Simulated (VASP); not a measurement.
Data:

```
Cs
1.0
   -2.99128     2.99128     2.99128
    2.99128    -2.99128     2.99128
    2.99128     2.99128    -2.99128
Cs
1
Direct
  0.00000   0.00000   0.00000
```

Method: vdW-DF2, VASP's PBE PAW potentials (set 64) (plane waves; VASP). Run with 520 eV cut-off, 10×10×10 Γ-centred mesh, tetrahedra with Blöchl corrections, potentials Cs_sv.

Unless said otherwise, spin-orbit coupling is left out, though it shifts the bands of the heavy elements here.

Task: Estimate the energy per atom (σ→0), band gap (on the k-mesh) with the smallest direct gap where there is one.

Result: 
```json
{
 "band gap (on the k-mesh)": "none (metal, semimetal or under 0.01 eV)",
 "energy per atom (σ→0)": "1.812 eV/atom"
}
```

Only differences to runs with the same potentials and settings are physical.

The compound is Cs in the bcc structure. It was relaxed first, which changed the volume by -6 %.
